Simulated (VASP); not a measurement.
Given:

```
BN
1.0
    1.25353    -2.17118     0.00000
    1.25353     2.17118     0.00000
    0.00000     0.00000     6.51657
B N
2 2
Direct
  0.33333   0.66667   0.25000
  0.66667   0.33333   0.75000
  0.66667   0.33333   0.25000
  0.33333   0.66667   0.75000
```

Calculation: PBE GGA with D4 dispersion, VASP's PBE PAW potentials (set 64) (plane waves; VASP). Settings: 520 eV cut-off, 9×9×3 Γ-centred mesh, Gaussian smearing of 0.050 eV, potentials B N.

Problem. Predict the energy per atom (σ→0).

Solution. 
```json
{
 "energy per atom (σ→0)": "-8.949 eV/atom"
}
```

The compound is BN in the hex structure. It was relaxed first. The start is the result of an earlier pass.
